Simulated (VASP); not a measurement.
Given:

```
MnF2
1.0
    4.87599     0.00000     0.00000
    0.00000     4.87599     0.00000
    0.00000     0.00000     3.28194
Mn F
2 4
Direct
  0.00000   0.00000   0.00000
  0.50000   0.50000   0.50000
  0.30348   0.30348   0.00000
  0.80348   0.19652   0.50000
  0.19652   0.80348   0.50000
  0.69652   0.69652   0.00000
```
Starting moments (μB, in the order of the record's atoms Mn Mn F F F F): 4.5 -4.5 0.0 0.0 0.0 0.0.

All values below come from AM05 GGA, VASP's PBE PAW potentials (set 64) (plane waves; VASP). Settings: 520 eV cut-off, 5×5×8 Γ-centred mesh, tetrahedra with Blöchl corrections, potentials Mn_pv F.

The cores are frozen, which limits the accuracy of field gradients.

### Question
Give the principal components of the electric field gradient (V/Å²) and the asymmetry η at each nucleus.

### Answer

```tsv
atom	Vxx	Vyy	Vzz	η
Mn1	-11.8	-10.6	22.4	0.05
Mn2	-11.8	-10.6	22.4	0.05
F3	47.9	17.5	-65.5	0.47
F4	47.9	17.5	-65.5	0.47
F5	47.9	17.5	-65.5	0.47
F6	47.9	17.5	-65.5	0.47
```

The compound is MnF2 in the rutile structure. It was relaxed first.
